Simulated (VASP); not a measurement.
# A vacancy on the Ba site in Ba2BiSb2, part 2 of 3

Wanted: what a vacancy on the Ba site costs in Ba2BiSb2 and how the lattice relaxes round it. The start is a cell from a database of measured crystal structures.

VASP 6.6.1, plane waves and PAW; the level of theory is named at each step.

Still holding for the runs below: The k-mesh is coarse for a metal.

So far. Step 2 (Relaxing the host crystal): The run ended after 8 ionic steps, 0.036 eV below its first step, once forces and stress met EDIFFG = -0.02.

**3. The perfect supercell**

Level of this step: PBE; plane waves and PAW (Bi, Ba_sv, Sb) (VASP).

System of this step: Ba2BiSb2. Symmetry: Immm, No. 71, orthorhombic system. The conventional cell has a = 4.858 Å, b = 7.650 Å, c = 10.152 Å, α = 90.00°, β = 90.00°, γ = 90.00°. Nearest to Bi lie 4 Sb at 3.33 Å and 4 Ba at 3.74 Å. Ba has 6 Sb at 3.64 to 3.65 Å and 2 Bi at 3.74 Å nearest. Nearest to Sb lie 1 Sb at 3.09 Å and 2 Bi at 3.33 Å and 6 Ba at 3.64 to 3.65 Å. Farther neighbours are not listed.

The same cell, mesh and cutoff without the defect give the energy to subtract and, in a gapped host, the band edges to count from, so that most errors cancel.

INCAR

```
SYSTEM = Ba2BiSb2
PREC = Normal
ENCUT = 300
EDIFF = 1E-05
NELM = 120
ISMEAR = 1
SIGMA = 0.2
LREAL = Auto
ALGO = Fast
GGA = PE
NBANDS = 168
LORBIT = 11
LWAVE = .FALSE.
LCHARG = .FALSE.
KPAR = 4
LASPH = .TRUE.
```

POSCAR

```
Ba2BiSb2
1.0
   -4.8576948426      7.6502428826     10.1523705008
    4.8576948426     -7.6502428826     10.1523705008
    4.8576948426      7.6502428826    -10.1523705008
Bi Ba Sb
8 16 16
Direct
    0.0000000000      0.0000000000      0.0000000000
    0.0000000000      0.0000000000      0.5000000000
    0.0000000000      0.5000000000      0.0000000000
    0.0000000000      0.5000000000      0.5000000000
    0.5000000000      0.0000000000      0.0000000000
    0.5000000000      0.0000000000      0.5000000000
    0.5000000000      0.5000000000      0.0000000000
    0.5000000000      0.5000000000      0.5000000000
    0.1402438841      0.3902438841      0.2500000000
    0.1402438841      0.3902438841      0.7500000000
    0.1402438841      0.8902438841      0.2500000000
    0.1402438841      0.8902438841      0.7500000000
    0.6402438841      0.3902438841      0.2500000000
    0.6402438841      0.3902438841      0.7500000000
    0.6402438841      0.8902438841      0.2500000000
    0.6402438841      0.8902438841      0.7500000000
    0.3597561159      0.1097561159      0.2500000000
    0.3597561159      0.1097561159      0.7500000000
    0.3597561159      0.6097561159      0.2500000000
    0.3597561159      0.6097561159      0.7500000000
    0.8597561159      0.1097561159      0.2500000000
    0.8597561159      0.1097561159      0.7500000000
    0.8597561159      0.6097561159      0.2500000000
    0.8597561159      0.6097561159      0.7500000000
    0.1488825175      0.2500000000      0.3988825175
    0.1488825175      0.2500000000      0.8988825175
    0.1488825176      0.7500000000      0.3988825176
    0.1488825175      0.7500000000      0.8988825175
    0.6488825176      0.2500000000      0.3988825176
    0.6488825176      0.2500000000      0.8988825175
    0.6488825175      0.7500000000      0.3988825175
    0.6488825176      0.7500000000      0.8988825175
    0.3511174824      0.2500000000      0.1011174824
    0.3511174824      0.2500000000      0.6011174824
    0.3511174825      0.7500000000      0.1011174825
    0.3511174824      0.7500000000      0.6011174824
    0.8511174825      0.2500000000      0.1011174825
    0.8511174824      0.2500000000      0.6011174824
    0.8511174825      0.7500000000      0.1011174824
    0.8511174825      0.7500000000      0.6011174824
```

KPOINTS

```
Automatic mesh
0
Gamma
3 3 3
0 0 0
```

Potentials, in the order of the species: Bi, Ba_sv and Sb (PBE family, release 64).

Launch:

```console
mpirun -np 4 vasp_std
```

The log of the run:

```text
[banner, memory and clock lines left out]
running    4 mpi-ranks, on    1 nodes
 distrk:  each k-point on    1 cores,    4 groups
 distr:  one band on    1 cores,    1 groups

 POSCAR found type information on POSCAR BiBaSb
 POSCAR found :  3 types and      40 ions
 LDA part: xc-table for (Slater+PW92), standard interpolation
 POSCAR, INCAR and KPOINTS ok, starting setup
 FFT: planning ... GRIDC
 FFT: planning ... GRID_SOFT
 FFT: planning ... GRID
 WAVECAR not read
 entering main loop
       N       E                     dE             d eps       ncg     rms          rms(c)
DAV:   1     0.165276926002E+04    0.16528E+04   -0.79643E+04  2688   0.892E+02
DAV:   2     0.248694528774E+02   -0.16279E+04   -0.15932E+04  3400   0.223E+02
DAV:   3    -0.154516031780E+03   -0.17939E+03   -0.17689E+03  3392   0.760E+01
DAV:   4    -0.161915471937E+03   -0.73994E+01   -0.73682E+01  3936   0.149E+01
DAV:   5    -0.162144463712E+03   -0.22899E+00   -0.22880E+00  3808   0.259E+00    0.157E+01
RMM:   6    -0.161098333023E+03    0.10461E+01   -0.22066E+00  2860   0.182E+00    0.925E+00
RMM:   7    -0.161151156168E+03   -0.52823E-01   -0.26686E+00  3356   0.230E+00    0.138E+00
RMM:   8    -0.161110464465E+03    0.40692E-01   -0.57646E-01  3074   0.121E+00    0.403E-01
RMM:   9    -0.161117310819E+03   -0.68464E-02   -0.14393E-01  3906   0.520E-01    0.392E-01
RMM:  10    -0.161119991583E+03   -0.26808E-02   -0.28838E-02  4882   0.197E-01    0.466E-01
RMM:  11    -0.161120092724E+03   -0.10114E-03   -0.50165E-03  3940   0.111E-01    0.349E-01
RMM:  12    -0.161119532768E+03    0.55996E-03   -0.40640E-03  3866   0.856E-02    0.271E-01
RMM:  13    -0.161119454699E+03    0.78069E-04   -0.10859E-03  3981   0.450E-02    0.234E-01
RMM:  14    -0.161119279673E+03    0.17503E-03   -0.44181E-04  3842   0.248E-02    0.214E-01
RMM:  15    -0.161119203504E+03    0.76169E-04   -0.15056E-04  3235   0.144E-02    0.199E-01
RMM:  16    -0.161119071842E+03    0.13166E-03   -0.82923E-05  3457   0.139E-02    0.176E-01
RMM:  17    -0.161118849248E+03    0.22259E-03   -0.24507E-04  4037   0.243E-02    0.122E-01
RMM:  18    -0.161118821506E+03    0.27742E-04   -0.31645E-05  2246   0.865E-03    0.112E-01
RMM:  19    -0.161118754331E+03    0.67175E-04   -0.68464E-05  2961   0.120E-02    0.867E-02
RMM:  20    -0.161118664341E+03    0.89990E-04   -0.22670E-04  4032   0.223E-02    0.324E-02
WARNING in EDDRMM: call to ZHEGV failed, returncode =   6  3    152
RMM:  21    -0.161118656042E+03    0.82990E-05   -0.31020E-05  2197   0.814E-03
   1 F= -.16111866E+03 E0= -.16111235E+03  d E =-.189152E-01
```

It took 3.2 min on 4 MPI ranks of Intel Xeon 6975P-C (Granite Rapids), shared host; peak memory 3.4 GiB; 13 min of CPU time.

Parts of OUTCAR (step 3):

```text
  LATTYP: Found a body centered orthorhombic cell.
 ALAT       =     9.7153896852
 B/A-ratio  =     1.5748710305
 C/A-ratio  =     2.0899564155

The static configuration has the point symmetry D_2h.

 Found      8 irreducible k-points:

   k-points           NKPTS =      8   k-points in BZ     NKDIM =      8   number of bands    NBANDS=    168

   dimension x,y,z NGX =    60 NGY =   60 NGZ =   60
   dimension x,y,z NGXF=   120 NGYF=  120 NGZF=  120

   ENCUT  =  300.0 eV  22.05 Ry    4.70 a.u.  19.22 19.22 19.22*2*pi/ulx,y,z

   NELECT =     280.0000    total number of electrons

 E-fermi :   4.3825

 k-point     1 :       0.0000    0.0000    0.0000
  band No.  band energies     occupation
    ...
    136       3.9579      2.01052
    137       4.2080      2.01284
    138       4.2212      1.98351
    139       4.2212      1.98350
    140       4.3783      1.03577
    141       4.5934     -0.05980
    142       4.6002     -0.06408
    143       4.6498     -0.06763
    144       4.6498     -0.06763
    145       5.1729     -0.00000
    ...

 k-point     2 :       0.3333    0.0000    0.0000
  band No.  band energies     occupation
    ...
    135       3.6669      2.00001
    136       3.9142      2.00456
    137       3.9759      2.01434
    138       4.0487      2.03981
    139       4.0669      2.04814
    140       4.4479      0.47813
    141       4.5294      0.05747
    142       4.5473      0.00828
    143       4.6191     -0.07035
    144       4.6191     -0.07035
    ...

  Total       -0.0843450     -0.1378155      0.0751152      0.0000000      0.0000000      0.0000000
  in kB       -0.0895441     -0.1463106      0.0797453      0.0000000      0.0000000      0.0000000
  external PRESSURE =      -0.0520365 kB  Pullay stress =       0.0000000 kB

  energy-cutoff  :      300.00
  volume of cell :     1509.15
      direct lattice vectors                 reciprocal lattice vectors
    -4.857694843  7.650242883 10.152370501     0.000000000  0.065357402  0.049249582
     4.857694843 -7.650242883 10.152370501     0.102929479  0.000000000  0.049249582
     4.857694843  7.650242883-10.152370501     0.102929479  0.065357402  0.000000000

 POSITION                                       TOTAL-FORCE (eV/Angst)
 -----------------------------------------------------------------------------------
      0.00000      0.00000      0.00000        -0.000000     -0.000000      0.000000
      2.42885      3.82512     -5.07619        -0.000000     -0.000000     -0.000000
      2.42885     -3.82512      5.07619        -0.000000     -0.000000      0.000000
      4.85769      0.00000      0.00000        -0.000000     -0.000000     -0.000000
     -2.42885      3.82512      5.07619        -0.000000     -0.000000      0.000000
      0.00000      7.65024      0.00000        -0.000000     -0.000000     -0.000000
      0.00000      0.00000     10.15237        -0.000000     -0.000000      0.000000
      2.42885      3.82512      5.07619        -0.000000     -0.000000      0.000000
      2.42885      0.00000      2.84762        -0.000000     -0.000000      0.017922
      4.85769      3.82512     -2.22857        -0.000000     -0.000000      0.017922
      4.85769     -3.82512      7.92380        -0.000000     -0.000000      0.017922
      7.28654      0.00000      2.84762        -0.000000     -0.000000      0.017922
      0.00000      3.82512      7.92380        -0.000000     -0.000000      0.017922
      2.42885      7.65024      2.84762        -0.000000     -0.000000      0.017922
      2.42885     -0.00000     12.99999        -0.000000     -0.000000      0.017922
      4.85769      3.82512      7.92380        -0.000000     -0.000000      0.017922
     -0.00000      3.82512      2.22857         0.000000     -0.000000     -0.017922
      2.42885      7.65024     -2.84762         0.000000     -0.000000     -0.017922
      2.42885      0.00000      7.30475         0.000000     -0.000000     -0.017922
      4.85769      3.82512      2.22857         0.000000     -0.000000     -0.017922
     -2.42885      7.65024      7.30475         0.000000     -0.000000     -0.017922
      0.00000     11.47536      2.22857         0.000000     -0.000000     -0.017922
      0.00000      3.82512     12.38094         0.000000     -0.000000     -0.017922
      2.42885      7.65024      7.30475         0.000000     -0.000000     -0.017922
      2.42885      2.27797      0.00000        -0.000000     -0.010007      0.000000
      4.85769      6.10310     -5.07619        -0.000000     -0.010007      0.000000
      4.85769     -1.54715      5.07619        -0.000000     -0.010007      0.000000
      7.28654      2.27797      0.00000        -0.000000     -0.010007      0.000000
      0.00000      6.10310      5.07619        -0.000000     -0.010007      0.000000
      2.42885      9.92822      0.00000        -0.000000     -0.010007      0.000000
      2.42885      2.27797     10.15237        -0.000000     -0.010007      0.000000
      4.85769      6.10310      5.07619        -0.000000     -0.010007      0.000000
     -0.00000      1.54715      5.07619         0.000000      0.010007     -0.000000
      2.42885      5.37227      0.00000         0.000000      0.010007     -0.000000
      2.42885     -2.27797     10.15237         0.000000      0.010007     -0.000000
      4.85769      1.54715      5.07619         0.000000      0.010007     -0.000000
     -2.42885      5.37227     10.15237         0.000000      0.010007     -0.000000
      0.00000      9.19739      5.07619         0.000000      0.010007     -0.000000
     -0.00000      1.54715     15.22856         0.000000      0.010007     -0.000000
      2.42885      5.37227     10.15237         0.000000      0.010007     -0.000000
 -----------------------------------------------------------------------------------
    total drift:                                0.000000      0.000000     -0.000001

  FREE ENERGIE OF THE ION-ELECTRON SYSTEM (eV)
  ---------------------------------------------------
  free  energy   TOTEN  =      -161.1186560424 eV

  energy  without entropy=     -161.0997408073  energy(sigma->0) =     -161.11235096

 total charge
# of ion       s       p       d       tot
------------------------------------------
    1        1.739   1.902   0.057   3.698
    2        1.739   1.902   0.057   3.698
    3        1.739   1.902   0.057   3.698
    4        1.739   1.902   0.057   3.698
    5        1.739   1.902   0.057   3.698
    6        1.739   1.902   0.057   3.698
    7        1.739   1.902   0.057   3.698
    8        1.739   1.902   0.057   3.698
    9        2.009   5.591   0.315   7.915
   10        2.009   5.591   0.315   7.915
   11        2.009   5.591   0.315   7.915
   12        2.009   5.591   0.315   7.915
   13        2.009   5.591   0.315   7.915
   14        2.009   5.591   0.315   7.915
   15        2.009   5.591   0.315   7.915
   16        2.009   5.591   0.315   7.915
   17        2.009   5.591   0.315   7.915
   18        2.009   5.591   0.315   7.915
   19        2.009   5.591   0.315   7.915
   20        2.009   5.591   0.315   7.915
   21        2.009   5.591   0.315   7.915
   22        2.009   5.591   0.315   7.915
   23        2.009   5.591   0.315   7.915
   24        2.009   5.591   0.315   7.915
   25        1.167   1.256   0.015   2.438
   26        1.167   1.256   0.015   2.438
   27        1.167   1.256   0.015   2.438
   28        1.167   1.256   0.015   2.438
   29        1.167   1.256   0.015   2.438
   30        1.167   1.256   0.015   2.438
   31        1.167   1.256   0.015   2.438
   32        1.167   1.256   0.015   2.438
   33        1.167   1.256   0.015   2.438
   34        1.167   1.256   0.015   2.438
   35        1.167   1.256   0.015   2.438
   36        1.167   1.256   0.015   2.438
   37        1.167   1.256   0.015   2.438
[...]
--------------------------------------------------
tot         64.719 124.779   5.742 195.240

[... 1 part as in an earlier step ...]

[... 7 further parts left out ...]
```

Numbers from this step:

```
electronic cycles       : 21
electrons               : 280
free energy (TOTEN)     : -161.1187 eV
energy at zero smearing : -161.1124 eV
```

The host is treated as a metal, as its relaxation found a gap under 0.3 eV or none, and only the neutral defect is run.

**4. Reference Ba**

This step: PBE; plane waves and PAW (Ba_sv) (VASP 6.6.1).

System of this step: Ba. It takes space group Im-3m (No. 229, cubic). Conventional cell: a = 5.020 Å, b = 5.020 Å, c = 5.020 Å, α = 90.00°, β = 90.00°, γ = 90.00°. Nearest to Ba lie 8 Ba at 4.35 Å.

The reference for Ba is its crystal, relaxed at the cutoff of the large cell.

INCAR

```
SYSTEM = Ba
PREC = Normal
ENCUT = 300
EDIFF = 1E-05
NELM = 120
ISMEAR = 1
SIGMA = 0.1
LREAL = Auto
ALGO = Fast
GGA = PE
NBANDS = 11
LORBIT = 11
LWAVE = .FALSE.
LCHARG = .FALSE.
KPAR = 4
LASPH = .TRUE.
IBRION = 2
NSW = 25
ISIF = 3
EDIFFG = -0.02
POTIM = 0.4
```

POSCAR

```
Ba
1.0
   -2.5100000000      2.5100000000      2.5100000000
    2.5100000000     -2.5100000000      2.5100000000
    2.5100000000      2.5100000000     -2.5100000000
Ba
1
Direct
    0.0000000000      0.0000000000      0.0000000000
```

KPOINTS

```
Automatic mesh
0
Gamma
8 8 8
0 0 0
```

The projector-augmented-wave data sets are Ba_sv (PBE family, release 64).

Launch:

```console
mpirun -np 4 vasp_std
```

The log of the run:

```text
[banner, memory and clock lines left out]
running    4 mpi-ranks, on    1 nodes
 distrk:  each k-point on    1 cores,    4 groups
 distr:  one band on    1 cores,    1 groups

 POSCAR found type information on POSCAR Ba
 POSCAR found :  1 types and       1 ions
|                                                                             |
|               ----> ADVICE to this user running VASP <----                  |
|                                                                             |
|     You have a (more or less) 'small supercell' and for smaller cells       |
|     it is recommended to use the reciprocal-space projection scheme!        |
|     The real-space optimization is not efficient for small cells and it     |
|     is also less accurate ...                                               |
|     Therefore, set LREAL=.FALSE. in the INCAR file.                         |
|                                                                             |

 LDA part: xc-table for (Slater+PW92), standard interpolation
 POSCAR, INCAR and KPOINTS ok, starting setup
 FFT: planning ... GRIDC
 FFT: planning ... GRID_SOFT
 FFT: planning ... GRID
 WAVECAR not read
 entering main loop
       N       E                     dE             d eps       ncg     rms          rms(c)
DAV:   1     0.385737751500E+02    0.38574E+02   -0.31290E+03   646   0.475E+02
DAV:   2    -0.283449614482E+00   -0.38857E+02   -0.38057E+02   775   0.115E+02
DAV:   3    -0.187425189705E+01   -0.15908E+01   -0.15698E+01   776   0.228E+01
DAV:   4    -0.191052879420E+01   -0.36277E-01   -0.36252E-01   841   0.365E+00
DAV:   5    -0.191168734301E+01   -0.11585E-02   -0.11585E-02   838   0.493E-01    0.164E+00
RMM:   6    -0.191162435138E+01    0.62992E-04   -0.23478E-03   640   0.475E-01    0.984E-01
RMM:   7    -0.191216368519E+01   -0.53933E-03   -0.59382E-03   640   0.768E-01    0.392E-02
RMM:   8    -0.191240053005E+01   -0.23684E-03   -0.10500E-03   707   0.169E-01    0.236E-02
RMM:   9    -0.191242396620E+01   -0.23436E-04   -0.15324E-04   591   0.464E-02    0.129E-02
RMM:  10    -0.191242973289E+01   -0.57667E-05   -0.28191E-05   527   0.317E-02
   1 F= -.19124297E+01 E0= -.19123389E+01  d E =-.191243E+01
 curvature:   0.00 expect dE= 0.000E+00 dE for cont linesearch  0.000E+00
 trial: gam= 0.00000 g(F)=  0.211E-63 g(S)=  0.225E-05 ort = 0.000E+00 (trialstep = 0.100E+01)
 search vector abs. value=  0.225E-05
 reached required accuracy - stopping structural energy minimisation
```

Run time: 1.6 s. Hardware: 4 MPI ranks; peak memory 0.43 GiB.

OUTCAR, selected parts (step 4):

```text
  LATTYP: Found a body centered cubic cell.
 ALAT       =     5.0200000000

 Subroutine GETGRP returns: Found 48 space group operations
 (whereof 48 operations were pure point group operations)

The static configuration has the point symmetry O_h .

 Found     29 irreducible k-points:

   k-points           NKPTS =     29   k-points in BZ     NKDIM =     29   number of bands    NBANDS=     11

   dimension x,y,z NGX =    18 NGY =   18 NGZ =   18
   dimension x,y,z NGXF=    36 NGYF=   36 NGZF=   36

   ENCUT  =  300.0 eV  22.05 Ry    4.70 a.u.   6.14  6.14  6.14*2*pi/ulx,y,z

   NELECT =      10.0000    total number of electrons

 E-fermi :   1.5799

 k-point     1 :       0.0000    0.0000    0.0000
  band No.  band energies     occupation
      1     -27.2586      2.00000
      2     -12.2098      2.00000
      3     -12.2098      2.00000
      4     -12.2098      2.00000
      5      -1.1158      2.00000
      6       3.4594     -0.00000
      7       3.4594     -0.00000
      8       3.4594     -0.00000
      9       4.8547      0.00000
     10       4.8547      0.00000
    ...

 k-point     2 :       0.1250    0.0000    0.0000
  band No.  band energies     occupation
      1     -27.2524      2.00000
      2     -12.2807      2.00000
      3     -12.2317      2.00000
      4     -12.2102      2.00000
      5      -0.8302      2.00000
      6       3.2358     -0.00000
      7       3.3069     -0.00000
      8       3.7546      0.00000
      9       4.5712      0.00000
     10       4.8429      0.00000
    ...

  Total       -0.0044117     -0.0044117     -0.0044117      0.0000000      0.0000000     -0.0000000
  in kB       -0.1117464     -0.1117464     -0.1117464      0.0000000      0.0000000     -0.0000000
  external PRESSURE =      -0.1117464 kB  Pullay stress =       0.0000000 kB

  energy-cutoff  :      300.00
  volume of cell :       63.25
      direct lattice vectors                 reciprocal lattice vectors
    -2.510000000  2.510000000  2.510000000     0.000000000  0.199203187  0.199203187
     2.510000000 -2.510000000  2.510000000     0.199203187  0.000000000  0.199203187
     2.510000000  2.510000000 -2.510000000     0.199203187  0.199203187  0.000000000

 POSITION                                       TOTAL-FORCE (eV/Angst)
 -----------------------------------------------------------------------------------
      0.00000      0.00000      0.00000         0.000000     -0.000000      0.000000
 -----------------------------------------------------------------------------------
    total drift:                                0.000000      0.000000      0.000000

  FREE ENERGIE OF THE ION-ELECTRON SYSTEM (eV)
  ---------------------------------------------------
  free  energy   TOTEN  =        -1.9124297329 eV

  energy  without entropy=       -1.9121570844  energy(sigma->0) =       -1.91233885

 total charge
# of ion       s       p       d       tot
------------------------------------------
    1        2.068   5.550   0.275   7.892

[... 1 part as in an earlier step ...]

[... 7 further parts left out ...]
```

CONTCAR:

```
Ba
   1.00000000000000
    -2.5099999999999998    2.5099999999999998    2.5099999999999998
     2.5099999999999998   -2.5099999999999998    2.5099999999999998
     2.5099999999999998    2.5099999999999998   -2.5099999999999998
  Ba
     1
Direct
     0.0000000000000000    0.0000000000000000    0.0000000000000000
```

The run keeps the 48 symmetry operations of its start, so it cannot find a distortion of lower symmetry.

Little changed from the start: no atom moved by 0.005 Å and no cell edge by 0.1 %.

This step gave:

```yaml
electronic_cycles: 10
electrons: 10
free_energy_toten: -1.912 eV
energy_at_zero_smearing: -1.912 eV
fermi_energy: 1.580 eV
```

The start already met the threshold, so nothing moved.

Energy at zero smearing: -1.91234 eV.

(Part 2 of 3 ends here.)

[Lines on the potential files, build, host, timing and source positions are cut from VASP's logs without a mark.]

[Logs are printed without paths, hosts, clocks, repeated set-up lines and the standing remarks that a program may print on its own settings, such as how far it seeks lower states.]

[Hosts, paths, dates, database ids (printed as entryN), source tags and the programs' standing remarks are cut or masked in the printed files.]

[In band tables of VASP the shares of atoms and orbitals are scaled to a sum of 1 inside the atoms' spheres.]

[Runs that stopped without an error message from VASP are left out.]
